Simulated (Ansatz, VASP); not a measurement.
**One calculation of Ta3AsAu2O13, two programs**

INCAR

```
PREC     = Accurate       # precision mode
ENCUT    = 520            # plane-wave cutoff, eV
EDIFF    = 1E-7           # SCF threshold, eV
ISMEAR   = -1             # smearing method
SIGMA    = 0.05           # smearing width, eV
LREAL    = F              # projectors in reciprocal space
LASPH    = T              # aspherical terms in the spheres
NELM     = 80             # most SCF steps
ALGO     = Normal         # electronic algorithm
ISIF     = 2              # what is computed and relaxed
LWAVE    = F              # write WAVECAR
LCHARG   = F              # write CHGCAR
GGA      = PE             # functional
NBANDS   = 84             # bands
KPAR     = 4
```

Contents of KPOINTS:

```
Automatic mesh
0
Gamma
  4 4 4
```

Contents of POSCAR:

```
Ta3AsAu2O13
1.0
    5.2423700000      3.0266800000      4.1427300000
   -5.2423700000      3.0266800000      4.1427300000
    0.0000000000     -6.0533700000      4.1427300000
Ta As Au O
3 1 2 13
Direct
    0.2323130000      0.5728370000      0.2351840000
    0.2280820000      0.2244860000      0.5782590000
    0.5710260000      0.2358440000      0.2275500000
    0.5634600000      0.5628140000      0.5606460000
    0.9712240000      0.9668470000      0.9648950000
    0.7507290000      0.7527750000      0.7492900000
    0.4076300000      0.6683220000      0.3975040000
    0.4149350000      0.4141220000      0.6662730000
    0.6676710000      0.4059240000      0.4065080000
    0.4927470000      0.0159480000      0.3638260000
    0.3600510000      0.5002340000      0.0141410000
    0.0110140000      0.3649670000      0.4957890000
    0.3599000000      0.0144190000      0.5026130000
    0.0117140000      0.5049330000      0.3584020000
    0.5056460000      0.3583990000      0.0088330000
    0.1030050000      0.7484380000      0.1118590000
    0.1109730000      0.1130570000      0.7499700000
    0.7478410000      0.1125830000      0.1111270000
    0.3068180000      0.3054050000      0.3051140000
```

Contents of input.yaml:

```yaml
crystal:
  lattice:
    - [5.24237, 3.02668, 4.14273]
    - [-5.24237, 3.02668, 4.14273]
    - [0.0, -6.05337, 4.14273]
  atoms:
    - { symbol: Ta, position: [0.232313, 0.572837, 0.235184] }
    - { symbol: Ta, position: [0.228082, 0.224486, 0.578259] }
    - { symbol: Ta, position: [0.571026, 0.235844, 0.22755] }
    - { symbol: As, position: [0.56346, 0.562814, 0.560646] }
    - { symbol: Au, position: [0.971224, 0.966847, 0.964895] }
    - { symbol: Au, position: [0.750729, 0.752775, 0.74929] }
    - { symbol: O, position: [0.40763, 0.668322, 0.397504] }
    - { symbol: O, position: [0.414935, 0.414122, 0.666273] }
    - { symbol: O, position: [0.667671, 0.405924, 0.406508] }
    - { symbol: O, position: [0.492747, 0.015948, 0.363826] }
    - { symbol: O, position: [0.360051, 0.500234, 0.014141] }
    - { symbol: O, position: [0.011014, 0.364967, 0.495789] }
    - { symbol: O, position: [0.3599, 0.014419, 0.502613] }
    - { symbol: O, position: [0.011714, 0.504933, 0.358402] }
    - { symbol: O, position: [0.505646, 0.358399, 0.008833] }
    - { symbol: O, position: [0.103005, 0.748438, 0.111859] }
    - { symbol: O, position: [0.110973, 0.113057, 0.74997] }
    - { symbol: O, position: [0.747841, 0.112583, 0.111127] }
    - { symbol: O, position: [0.306818, 0.305405, 0.305114] }
hamiltonian:
  xc: pbe
  pseudopotentials: { kind: paw }
kpoints:
  mp_grid: { grid: [4, 4, 4] }
scf:
  occupations: { method: fermi_dirac, width: 0.05 }
output:
  forces: true
  stress: true
  eigenvalues: true
  write_density: true
  write_potential: true
  elf: true
  volumetric_format: npy
```

Change from the starting cell: atoms moved at random, drawn with an rms of 0.05 Å.

Alike in both runs: task single point; functional PBE; k mesh 4 × 4 × 4; occupations fermi-dirac, width 0.05 eV; no spin polarisation.

```csv
,VASP,Ansatz
version,VASP 6.6.1,Ansatz 0.2.0
potentials or method,"VASP PAW PBE potentials, release 64 (Ta_pv, As, Au, O)",Ansatz PAW
plane-wave cutoff (eV),520,420
valence electrons in the cell,138,170
```

```csv
,VASP,Ansatz,Ansatz less VASP
gap on the k mesh at the Fermi level (eV),0.97,0.99,+0.017
least direct gap on the mesh (eV),1.00,1.02,+0.016
pressure (GPa),0.5,0.0,-0.57
largest component of the traceless stress (GPa),2.05,2.10,+0.050
rms of the force components (eV/Å),0.946,0.906,-0.0399
```

Atom by atom the forces differ by 0.102 eV/Å (rms over components). With one functional, cell and mesh, what is left measures potentials, basis and numerics. The two sets of potentials don't hold the same shells in valence.

Caveats: spin-orbit coupling is left out, which moves the levels of the heavy elements; the pressure holds a Pulay correction of +0.4 GPa for the finite cutoff (Ansatz). A k mesh can miss the band edges.
